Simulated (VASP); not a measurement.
Re2C, 6 atoms in the cell. The structure is hexagonal, space group P6_3/mmc (No. 194). Conventional cell: a = 2.847 Å, b = 2.847 Å, c = 9.844 Å, α = 90.00°, β = 90.00°, γ = 120.00°. Around Re (site symmetry 3m) lie 3 C at 2.16 Å. C (site symmetry -6m2) has 6 Re at 2.16 Å as nearest neighbours. The cell is a database's computed one. The cell isn't the ideal one: relaxed again under DFT r2SCAN, scalar-relativistic, plane waves, PAW.

| Item | Value |
| --- | --- |
| Program | VASP 6.6.1 |
| Task | single point |
| Functional | r2SCAN |
| Potentials or basis | VASP PAW PBE potentials, release 64 (Re, C) |
| Cutoff | 520 eV |
| k mesh | 15 × 15 × 4 |
| Occupations | gaussian, width 0.1 eV |
| Spin | no spin polarisation |
| Dipole correction | no |
| Further INCAR settings | ALGO = Normal; EDIFF = 1e-06; NBANDS = 27 |

Potentials or basis: VASP PAW PBE potentials, release 64 (Re, C).

Run with:

```bash
$ cat potpaw_PBE.64/Re/POTCAR potpaw_PBE.64/C/POTCAR > POTCAR
$ cp INCAR.step1 INCAR
$ mpirun -np 1 vasp_std > vasp.out
$ cp INCAR.step2 INCAR
$ mpirun -np 1 vasp_std > vasp.out
```

Hardware: 1 thread of Intel(R) Xeon(R) Platinum 8488C (Sapphire Rapids), with other jobs on the host.

Problem. How long does it take, and how much memory?

Solution. Wall time 8.4 min on 1 thread of Intel(R) Xeon(R) Platinum 8488C (Sapphire Rapids), with other jobs on the host, peak memory 0.29 GiB. Counts: scf iterations 11, k points 81.
